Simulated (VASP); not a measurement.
Cost and result of VASP (PAW) for the lattice constant a of LiBr (rock salt). Static lattice. The cost counts the five points of the equation of state, each on the mesh and cut-off of its row, so the ratios hold those differences too. With PBE it took about 40 core-seconds. Times come from single runs on busy shared machines, so they are rough: good to a factor of about 2.

```json
[
 {"level": "LDA", "k-mesh": "9×9×9", "cut-off (eV)": "520", "lattice constant a (Å)": "5.313", "cost over PBE": "within a factor of 2"},
 {"level": "PBE-D3 (zero damping)", "k-mesh": "8×8×8", "cut-off (eV)": "520", "lattice constant a (Å)": "5.436", "cost over PBE": "within a factor of 2"},
 {"level": "PW91", "k-mesh": "8×8×8", "cut-off (eV)": "520", "lattice constant a (Å)": "5.508", "cost over PBE": "within a factor of 2"},
 {"level": "PBEsol", "k-mesh": "8×8×8", "cut-off (eV)": "520", "lattice constant a (Å)": "…", "cost over PBE": "within a factor of 2"},
 {"level": "PBE", "k-mesh": "8×8×8", "cut-off (eV)": "520", "lattice constant a (Å)": "5.511", "cost over PBE": "reference"},
 {"level": "optB86b-vdW", "k-mesh": "8×8×8", "cut-off (eV)": "520", "lattice constant a (Å)": "5.455", "cost over PBE": "about 3 times"},
 {"level": "vdW-DF2", "k-mesh": "8×8×8", "cut-off (eV)": "520", "lattice constant a (Å)": "…", "cost over PBE": "…"}
]
```

### Question
Complete the blanks.

### Answer

- PBEsol, lattice constant a (Å): 5.414
- vdW-DF2, lattice constant a (Å): 5.598
- vdW-DF2, cost over PBE: about 4 times

Left out are levels that failed, ran on another kind of processor or have no fit band path; at most nine are shown.

The compound is LiBr in the rock salt structure.
